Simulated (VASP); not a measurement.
Input:

```xyz
2
Lattice="4.1224 -2.2688 -0.0106 4.1224 2.2688 -0.0106 2.8834 0.0000 3.7186" Properties=species:S:1:pos:R:3 pbc="T T T"
Bi     2.6298     0.0000     0.8738
Bi     8.4983     0.0000     2.8235
```

Calculation: revTPSS meta-GGA, VASP's PBE PAW potentials (set 64) (plane waves; VASP). Run with 520 eV cut-off, 11×11×11 Γ-centred mesh, tetrahedra with Blöchl corrections, potentials Bi_d.

Problem. Give the energies of bands 13 to 18 at the high-symmetry points, in eV from the Fermi level.

Solution. 
| band | Γ | T | H2 | L | S0 | F |
|---|---|---|---|---|---|---|
| 13 | -1.42 | -0.81 | -4.15 | -1.16 | -4.46 | -4.82 |
| 14 | -1.13 | -0.47 | -4.08 | -0.99 | -2.49 | -3.05 |
| 15 | -1.13 | -0.47 | -0.26 | -0.24 | -2.47 | -2.90 |
| 16 | 2.77 | 0.63 | 0.78 | -0.22 | 3.12 | 2.33 |
| 17 | 3.12 | 0.65 | 5.09 | 0.47 | 3.25 | 5.14 |
| 18 | 3.12 | 0.65 | 5.11 | 0.93 | 4.61 | 5.48 |

It has no gap at this level: it comes out as a metal or semimetal.

The compound is Bi in the a7 structure. It was relaxed first.
